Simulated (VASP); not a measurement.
A run of VASP 6.6.1:

run.py

```python
from ase.calculators.vasp import Vasp
from ase.dft.bandgap import bandgap
from ase.spacegroup import crystal

atoms = crystal(
    ['Rb', 'Ag'],
    basis=[[0.0, 0.0, 0.0], [0.0, 0.0, 0.33403501]],
    spacegroup=69,
    setting=1,
    cellpar=[3.7056313, 5.27398058, 15.8202763, 90.0, 90.0, 90.0],
    primitive_cell=True,
)
calc = Vasp(
    directory='calc',
    xc='am05',
    pp='PBE',
    setups='recommended',
    prec='Accurate',
    encut=520,
    ediff=1e-06,
    ismear=1,
    sigma=0.2,
    lreal=False,
    lasph=True,
    nelm=100,
    algo='Normal',
    isif=2,
    lwave=False,
    lcharg=True,
    lmaxmix=4,
    kpts=[9, 9, 9],
    gamma=True,
)
atoms.calc = calc

print('energy (eV):', atoms.get_potential_energy())
print('free energy (eV):', atoms.get_potential_energy(force_consistent=True))
efermi = calc.get_fermi_level()
print('Fermi level (eV):', efermi)
path = atoms.cell.bandpath(npoints=40, eps=1e-4)
print('path:', path.path)
calc.set(kpts=path.kpts, reciprocal=True, icharg=11, isym=0, lcharg=False)
calc.calculate(atoms)
print('gap on the path (eV):', bandgap(calc, efermi=efermi)[0])
print('direct gap on the path (eV):', bandgap(calc, efermi=efermi, direct=True)[0])
```

Potentials or basis: VASP PAW PBE potentials, release 64 (Rb_sv, Ag).

Run with:

```console
$ python run.py
```

Hardware: 1 thread of AMD EPYC 9R45 96-Core Processor (Zen 5), with other jobs on the host.

Question: How long does it take, and how much memory?

Answer: It took 3.8 min on 1 thread of AMD EPYC 9R45 96-Core Processor (Zen 5), on a shared host, peak memory 0.26 GiB. Counts: scf iterations 7, k points 40.
